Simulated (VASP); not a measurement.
Wanted: the native input for a VASP 6.6.1 run.

* Task: single point
* Functional: PBE
* Potentials or basis: VASP PAW PBE potentials, release 64 (Zn, Cl)
* Cutoff: 520 eV
* k mesh: 4 × 4 × 4
* Occupations: gaussian, width 0.1 eV
* Spin: no spin polarisation
* Dipole correction: no
* Further INCAR settings: ALGO = Normal; EDIFF = 1e-06; NBANDS = 28

The structure of ZnCl4 lies in POSCAR:

```
ZnCl4
1.0
   -3.2104600600      3.2104600600      3.2104600600
    3.2104600600     -3.2104600600      3.2104600600
    3.2104600600      3.2104600600     -3.2104600600
Zn Cl
1 4
Direct
    0.0000000000      0.0000000000      0.0000000000
    0.0000000000      0.0000000000      0.5000000000
    0.0000000000      0.5000000000      0.0000000000
    0.5000000000      0.0000000000      0.0000000000
    0.5000000000      0.5000000000      0.5000000000
```

The cell was built by a generator and needn't be a form met in nature.

The cell isn't the ideal one: species swapped into the CrGa4 type (Im-3m, No. 229).

The input as run:

INCAR

```
SYSTEM = ZnCl4
ALGO     = Normal         ! electronic algorithm
EDIFF    = 1E-6           ! SCF threshold, eV
ENCUT    = 520            ! plane-wave cutoff, eV
GGA      = PE             ! functional
ISIF     = 2              ! what is computed and relaxed
ISMEAR   = 0              ! smearing method
LASPH    = .True.         ! aspherical terms in the spheres
LCHARG   = .False.        ! write CHGCAR
LREAL    = .False.        ! projectors in reciprocal space
LWAVE    = .False.        ! write WAVECAR
NBANDS   = 28             ! bands
NELM     = 100            ! most SCF steps
PREC     = Accurate       ! precision mode
SIGMA    = 0.1            ! smearing width, eV
```

KPOINTS

```
k-points
0
Gamma
  4 4 4
  0 0 0
```

Potentials or basis: VASP PAW PBE potentials, release 64 (Zn, Cl).

Command:

```sh
$ cat potpaw_PBE.64/Zn/POTCAR potpaw_PBE.64/Cl/POTCAR > POTCAR
$ mpirun -np 1 vasp_std > vasp.out
```

Results of the run:

The pressure is -3.8 GPa and the band gap on the k mesh is none (metal or under the smearing width).

Run time: 21 s on 1 thread of AMD EPYC 9R45 96-Core Processor (Zen 5) (shared host), peak memory 0.22 GiB.
